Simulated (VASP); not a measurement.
Here is the system:

```xyz
8
Lattice="4.7219 0.0000 0.0000 0.0000 4.7219 0.0000 0.0000 0.0000 4.7219" Properties=species:S:1:pos:R:3 pbc="T T T"
Fe     0.6363     0.6363     0.6363
Fe     1.7246     4.0856     2.9973
Fe     2.9973     1.7246     4.0856
Fe     4.0856     2.9973     1.7246
Ge     3.9899     3.9899     3.9899
Ge     3.0930     0.7320     1.6289
Ge     1.6289     3.0930     0.7320
Ge     0.7320     1.6289     3.0930
```

These are PBE GGA, VASP's PBE PAW potentials (set 64) (plane waves; VASP 6.6.1) values and carry that method's errors. Run with 300 eV cut-off, 3×3×3 Γ-centred mesh, Fermi-Dirac smearing of 0.10 eV, potentials Fe Ge_d.

At this cut-off the stress carries a Pulay error, which pulls relaxed volumes low. The run has a spin-polarised start.

Q: Which forces act on the atoms, in eV/Å?

A: 
```csv
atom,Fx,Fy,Fz
Fe1,-0.030,-0.030,-0.030
Fe2,0.030,0.030,-0.030
Fe3,-0.030,0.030,0.030
Fe4,0.030,-0.030,0.030
Ge5,-0.193,-0.193,-0.193
Ge6,0.193,0.193,-0.193
Ge7,-0.193,0.193,0.193
Ge8,0.193,-0.193,0.193
```

Q: Give the stress tensor in GPa (positive for a compressed cell).

A: 
```
-6.45   0.00   0.00
 0.00  -6.45   0.00
 0.00   0.00  -6.45
```
The pressure is its mean diagonal, -6.45 GPa.

The structure comes from a computed database's FeGe entry; how it stands against other phases isn't given here. The cell was not relaxed at this level. The k-mesh is coarse (spacing up to 0.44 per Å, 2π included), so the numbers may not be converged in it.
